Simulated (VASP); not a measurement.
Given:

```
CELL_PARAMETERS angstrom
      2.92731     0.00000     0.00000
      0.00000     2.92731     0.00000
      0.00000     0.00000     2.92731
ATOMIC_POSITIONS crystal
  Ti 0.00000 0.00000 0.00000
  Co 0.50000 0.50000 0.50000
```

Calculation: PBEsol GGA, VASP's PBE PAW potentials (set 64) (plane waves; VASP). Numerical set-up: 480 eV cut-off, 12×12×12 Γ-centred mesh, first-order Methfessel-Paxton smearing of 0.10 eV, potentials Ti_sv Co.

Each row applies one change to this cell, which was relaxed at other settings and keeps the small stress of the first row; at a fixed cut-off the stress holds a Pulay part, so it need not integrate to ΔE exactly. Stress is in GPa, positive when the cell is compressed.

| change | ΔE (meV/atom) | σxx | σyy | σzz | largest shear component, with its sign (GPa) | largest force (eV/Å) |
|---|---|---|---|---|---|---|
| none | 0.0 | 0.45 | 0.45 | 0.45 | 0.00 | 0.000 |
| atom 2 (Co) moved by 0.050 Å along y | 3.2 | 0.65 | 0.54 | 0.65 | 0.00 | 0.256 |
| atom 1 (Ti) moved by 0.075 Å along x | 7.2 | 0.63 | 0.88 | 0.88 | 0.00 | 0.382 |
| atom 1 (Ti) moved by -0.150 Å along z | ___ | ___ | ___ | ___ | ___ | ___ |
| atom 2 (Co) moved by -0.200 Å along y | ___ | ___ | ___ | ___ | ___ | ___ |
| atom 2 (Co) moved by 0.050 Å along x | 3.2 | 0.54 | 0.65 | 0.65 | 0.00 | 0.256 |
| atom 1 (Ti) moved by 0.075 Å along y | 7.2 | 0.88 | 0.63 | 0.88 | 0.00 | 0.382 |

### Question
Complete the blanks.

### Answer

- atom 2 (Co) moved by -0.200 Å along y, ΔE (meV/atom): 50.2
- atom 2 (Co) moved by -0.200 Å along y, σxx: 3.76
- atom 2 (Co) moved by -0.200 Å along y, σyy: 1.25
- atom 2 (Co) moved by -0.200 Å along y, σzz: 3.76
- atom 2 (Co) moved by -0.200 Å along y, largest shear component, with its sign (GPa): 0.00
- atom 2 (Co) moved by -0.200 Å along y, largest force (eV/Å): 0.990
- atom 1 (Ti) moved by -0.150 Å along z, ΔE (meV/atom): 28.5
- atom 1 (Ti) moved by -0.150 Å along z, σxx: 2.30
- atom 1 (Ti) moved by -0.150 Å along z, σyy: 2.30
- atom 1 (Ti) moved by -0.150 Å along z, σzz: 1.01
- atom 1 (Ti) moved by -0.150 Å along z, largest shear component, with its sign (GPa): 0.00
- atom 1 (Ti) moved by -0.150 Å along z, largest force (eV/Å): 0.746

Failed runs are left out, and for metals the shear rows, which the mesh's noise covers.

The compound is TiCo in the CsCl type structure. The run is not spin-polarised, so no magnetic state was tried. The electron count is odd and the run is not spin-polarised, which forces a metal.
